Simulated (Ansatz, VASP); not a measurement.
# Si57O97 (amorphous SiO1.7) in two plane-wave programs, part 2 of 2

Aim: how closely do two programs agree when they are given the same cell, functional and k mesh? Of the first pair: The structure shown is the start of the Ansatz relaxation below; VASP solves that cell, so the two are compared at the walk's first step.

VASP 6.6.1 and Ansatz 0.2.0.

So far. Step 3 (VASP: single point, PBE, start cell, pair 1): The run ends at a pressure of 1.53 GPa, with forces up to 0.63 eV/Å.

## Step 5: Ansatz: relaxation, PBE

Level of this step: Ansatz beside VASP: Kohn-Sham DFT, plane waves, PBE (Ansatz).

This run makes the geometry at which the two programs are then compared.

The structure compared here is the end of the Ansatz relaxation.

The input, input.yaml:

```yaml
crystal:
  lattice:
    - [13.00157, 0.08666, -0.03561]
    - [0.08579, 13.25498, 0.10092]
    - [-0.03525, 0.10092, 12.96616]
  atoms:
    - { symbol: Si, position: [0.1822, 0.22914, 0.9151] }
    - { symbol: Si, position: [0.88878, 0.22939, 0.75231] }
    - { symbol: Si, position: [0.75203, 0.01368, 0.1485] }
    - { symbol: Si, position: [0.93575, 0.59332, 0.52899] }
    - { symbol: Si, position: [0.54348, 0.16863, 0.62175] }
    - { symbol: Si, position: [0.02973, 0.16712, 0.09259] }
    - { symbol: Si, position: [0.21237, 0.53366, 0.16993] }
    - { symbol: Si, position: [0.31897, 0.08794, 0.07487] }
    - { symbol: Si, position: [0.74736, 0.90557, 0.35756] }
    - { symbol: Si, position: [0.32864, 0.41946, 0.86575] }
    - { symbol: Si, position: [0.74151, 0.07176, 0.52556] }
    - { symbol: Si, position: [0.0799, 0.60838, 0.34808] }
    - { symbol: Si, position: [0.48067, 0.37459, 0.28404] }
    - { symbol: Si, position: [0.56439, 0.40607, 0.82404] }
    - { symbol: Si, position: [0.64912, 0.32835, 0.128] }
    - { symbol: Si, position: [0.3643, 0.9063, 0.83876] }
    - { symbol: Si, position: [0.50046, 0.96884, 0.29458] }
    - { symbol: Si, position: [0.04804, 0.35483, 0.86909] }
    - { symbol: Si, position: [0.73749, 0.07806, 0.83737] }
    - { symbol: Si, position: [0.92933, 0.14755, 0.41811] }
    - { symbol: Si, position: [0.01873, 0.63724, 0.12626] }
    - { symbol: Si, position: [0.57838, 0.59918, 0.71871] }
    - { symbol: Si, position: [0.93999, 0.38068, 0.57362] }
    - { symbol: Si, position: [0.279, 0.9122, 0.07007] }
    - { symbol: Si, position: [0.08815, 0.13035, 0.70868] }
    - { symbol: Si, position: [0.52472, 0.06057, 0.86546] }
    - { symbol: Si, position: [0.39444, 0.40016, 0.6432] }
    - { symbol: Si, position: [0.22729, 0.53475, 0.49015] }
    - { symbol: Si, position: [0.84841, 0.21674, 0.21169] }
    - { symbol: Si, position: [0.40997, 0.6703, 0.561] }
[... 118 atom lines left out ...]
    - { symbol: O, position: [0.42398, 0.87624, 0.33258] }
    - { symbol: O, position: [0.38441, 0.68106, 0.30417] }
    - { symbol: O, position: [0.15917, 0.15021, 0.80982] }
    - { symbol: O, position: [0.86553, 0.85814, 0.38026] }
    - { symbol: O, position: [0.05668, 0.3395, 0.55193] }
    - { symbol: O, position: [0.77124, 0.803, 0.59397] }
kpoints:
  mp_grid: { grid: [1, 1, 1] }
hamiltonian:
  xc: pbe
  pseudopotentials: { kind: paw, azcp: { folder: soft_1 } }
scf:
  occupations: { method: gaussian, width: 0.025 }
output:
  forces: true
  eigenvalues: true
  stress: true
relax:
  f_tol: 0.05
  max_steps: 70
```

Run with:

```bash
> ansatz run input.yaml --threads 4 --pin off --max-ram 15872MiB --backend cpu --events-out ev --progress --plain --runs-dir out
```

Numbers of over 12 decimals in the logs are rounded to 6 here.

What it wrote:

```text
[...]
Crystal: 154 atoms, lattice volume = 2234.284 Å³
Basis set: ecut = 420 eV, 43687 PW (Γ), exchange–correlation on 180×180×180 points (8 copies of the dense FFT grid, shifted against one another)
Bands: 559, of which v1, the nominal top of the filled ones, is band 405 counted from 1 (404 counted from 0)
Symmetry: 1 space group operations
[...]
k-points: 1
[...]
- { symbol: O, position: [0.983524, 0.561339, 0.417021] }
    - { symbol: O, position: [0.488636, 0.739047, 0.492067] }
    - { symbol: O, position: [0.072922, 0.429238, 0.763688] }
    - { symbol: O, position: [0.265388, 0.141390, 0.975524] }
    - { symbol: O, position: [0.611122, 0.293656, 0.827358] }
    - { symbol: O, position: [0.873294, 0.384179, 0.464729] }
    - { symbol: O, position: [0.403553, 0.680034, 0.955733] }
[...]
- { symbol: O, position: [0.160604, 0.150058, 0.809393] }
    - { symbol: O, position: [0.865083, 0.857756, 0.382326] }
    - { symbol: O, position: [0.057253, 0.338985, 0.551587] }
    - { symbol: O, position: [0.771445, 0.803336, 0.592430] }
```

## Step 6: VASP: single point, PBE, relaxed cell, pair 2

The same cell, functional, mesh and smearing now go to VASP, with its own data sets.

The input, INCAR:

```
SYSTEM = Si57O97
PREC = Accurate
ENCUT = 600
EDIFF = 1E-06
NELM = 120
ISMEAR = 0
SIGMA = 0.025
LREAL = Auto
ALGO = Normal
GGA = PE
NBANDS = 512
LORBIT = 11
LWAVE = .FALSE.
LCHARG = .FALSE.
ISIF = 2
LASPH = .TRUE.
GGA_COMPAT = .FALSE.
EFERMI = MIDGAP
```

The input, POSCAR:

```
Si57O97
1.0
   13.0015700000      0.0866600000     -0.0356100000
    0.0857900000     13.2549800000      0.1009200000
   -0.0352500000      0.1009200000     12.9661600000
Si O
57 97
Direct
    0.1816400000      0.2288500000      0.9149000000
    0.8874300000      0.2284700000      0.7508200000
    0.7524900000      0.0146900000      0.1492900000
    0.9360900000      0.5924700000      0.5290600000
    0.5441100000      0.1707900000      0.6237000000
    0.0292700000      0.1682300000      0.0923700000
    0.2113100000      0.5335800000      0.1697600000
    0.3184700000      0.0878700000      0.0752300000
    0.7467900000      0.9062700000      0.3579900000
    0.3291900000      0.4188100000      0.8659700000
    0.7409900000      0.0723300000      0.5255800000
    0.0790000000      0.6087300000      0.3475700000
    0.4806000000      0.3743400000      0.2833000000
    0.5669500000      0.4060400000      0.8248900000
    0.6502000000      0.3287900000      0.1289900000
    0.3647500000      0.9066700000      0.8391900000
    0.4999800000      0.9695000000      0.2947700000
    0.0457300000      0.3545500000      0.8684800000
    0.7394900000      0.0758300000      0.8357700000
    0.9307500000      0.1463700000      0.4178400000
    0.0154800000      0.6368000000      0.1264200000
    0.5801600000      0.5982200000      0.7187600000
    0.9390600000      0.3797200000      0.5721500000
    0.2794600000      0.9118300000      0.0702900000
    0.0892100000      0.1301900000      0.7083800000
    0.5250000000      0.0614800000      0.8663700000
    0.3950300000      0.4005300000      0.6433200000
    0.2252700000      0.5355000000      0.4901600000
    0.8485700000      0.2177800000      0.2129200000
    0.4102900000      0.6688600000      0.5609900000
[... 118 atom lines left out ...]
    0.4235000000      0.8763500000      0.3331700000
    0.3838200000      0.6806000000      0.3038300000
    0.1606000000      0.1500600000      0.8093900000
    0.8650800000      0.8577600000      0.3823300000
    0.0572500000      0.3389800000      0.5515900000
    0.7714500000      0.8033400000      0.5924300000
```

The input, KPOINTS:

```
Automatic mesh
0
Gamma
1 1 1
0 0 0
```

The projector-augmented-wave data sets are Si and O (PBE family, release 64).

Run with:

```bash
> export OMP_NUM_THREADS=3
> mpirun -np 1 vasp_gam
```

What it wrote:

```text
[... set-up lines as in an earlier step ...]
 entering main loop
       N       E                     dE             d eps       ncg     rms          rms(c)
DAV:   1     0.784784109094E+04    0.78478E+04   -0.50653E+05  1048   0.172E+03
DAV:   2    -0.545749748264E+03   -0.83936E+04   -0.80915E+04  1280   0.384E+02
DAV:   3    -0.129312892395E+04   -0.74738E+03   -0.74154E+03  1208   0.121E+02
DAV:   4    -0.131052964729E+04   -0.17401E+02   -0.17311E+02  1208   0.196E+01
[...]
DAV:  18    -0.115694210051E+04    0.15160E-05   -0.51551E-05  1200   0.137E-02    0.123E-02
DAV:  19    -0.115694209942E+04    0.10931E-05   -0.57932E-06  1168   0.668E-03    0.699E-03
DAV:  20    -0.115694209962E+04   -0.20111E-06   -0.32830E-06   976   0.334E-03
   1 F= -.11569421E+04 E0= -.11569421E+04  d E =-.365486E-04
```

Parts of OUTCAR (step 6):

```text
  Total       12.3501069     -0.5520252     -0.0528372      0.3240809      0.1088092     -1.2385777
  in kB        8.8561074     -0.3958504     -0.0378889      0.2323944      0.0780258     -0.8881686
  external PRESSURE =       2.8074560 kB  Pullay stress =       0.0000000 kB

  FREE ENERGIE OF THE ION-ELECTRON SYSTEM (eV)
  ---------------------------------------------------
  free  energy   TOTEN  =     -1156.9420996165 eV

  energy  without entropy=    -1156.9420630680  energy(sigma->0) =    -1156.94208134

[... 1 part as in an earlier step ...]

[... 2 further parts left out ...]
[key lines of the parts left out:]
E-fermi :   4.2770
```

The run ends at a pressure of 0.28 GPa, with forces up to 0.11 eV/Å.

## Step 7: Differences

What differs besides the data sets and the points named for the pairs above, as far as they apply: the cutoff is 420 eV in Ansatz and 600 eV in VASP (PREC = Accurate, projectors in real space). Total energies have different zeros and are not compared.

Both answers:

| quantity | Ansatz | VASP | difference |
| --- | --- | --- | --- |
| pressure (GPa) | 0.41 | 0.28 | +0.13 |
| gap on the k mesh (eV) | 0.130 | 0.129 | +0.001 |

Forces on 7 of the 154 atoms, those with the largest forces and the largest differences (eV/Å; atoms numbered as in POSCAR):

| atom | Ansatz x, y, z | VASP x, y, z |
| --- | --- | --- |
| Si2 | -0.036, -0.008, -0.018 | -0.066, 0.007, -0.045 |
| Si16 | -0.013, 0.000, -0.003 | -0.088, 0.000, -0.027 |
| Si25 | 0.008, -0.002, 0.010 | 0.055, -0.034, -0.050 |
| Si39 | 0.022, -0.007, -0.020 | 0.072, -0.005, -0.080 |
| Si42 | -0.001, -0.005, -0.007 | -0.003, -0.021, 0.079 |
| Si44 | 0.005, 0.003, 0.016 | 0.010, -0.028, 0.088 |
| O128 | -0.015, -0.008, 0.010 | -0.061, -0.027, 0.047 |

The forces differ by 20 meV/Å r.m.s., which is 82.3 % of the r.m.s. force of 0.024 eV/Å (both taken over all components). A gap on the mesh is an upper bound, since the band edges may lie between its points.

## Step 8: Outcome

| Item | Value |
| --- | --- |
| r.m.s. force difference (single point, PBE, start cell, pair 1) | 21 meV/Å |
| r.m.s. force difference (single point, PBE, relaxed cell, pair 2) | 20 meV/Å |

**Reading.** The r.m.s. force difference is 21 meV/Å (single point, PBE, start cell, pair 1), beyond the 12 meV/Å picked in this series as the mark of a large difference. What causes the difference of the single point, PBE, start cell, pair 1 pair stays open here. What causes the difference of the single point, PBE, relaxed cell, pair 2 pair stays open here. How closely two codes agree says nothing of how well the functional describes the real material.

[Lines on the potential files, build, host, timing and source positions are cut from VASP's logs without a mark.]

[Logs are printed without paths, hosts, clocks, repeated set-up lines and the standing remarks that a program may print on its own settings, such as how far it seeks lower states.]

[Hosts, paths, dates, database ids (printed as entryN), source tags and the programs' standing remarks are cut or masked in the printed files.]
